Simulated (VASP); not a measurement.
```
TaN
1.0
    5.19438     0.00000     0.00000
   -2.59719     4.49847     0.00000
    0.00000     0.00000     2.91742
Ta N
3 3
Direct
  0.00000   0.00000   0.00000
  0.33333   0.66667   0.50000
  0.66667   0.33333   0.50000
  0.50000   0.00000   0.00000
  0.50000   0.50000   0.00000
  0.00000   0.50000   0.00000
```

All values below come from PBEsol GGA with spin-orbit coupling, VASP's PBE PAW potentials (set 64) (plane waves; VASP). Run with 520 eV cut-off, 6×6×9 Γ-centred mesh, Gaussian smearing of 0.050 eV, potentials Ta_pv N.

Problem. What does the run give for the energy per atom (σ→0), band gap (over mesh and band path) with the smallest direct gap where there is one?

Solution. 
| Quantity | Result |
|---|---|
| band gap (over mesh and band path) | none (metal, semimetal or under 0.01 eV) |
| energy per atom (σ→0) | -11.785 eV/atom |

The absolute energy has meaning only against runs of the same code, potentials and settings.

The structure comes from a measured TaN entry (P6/mmm) of the Crystallography Open Database, whose conditions weren't checked. It was relaxed first.
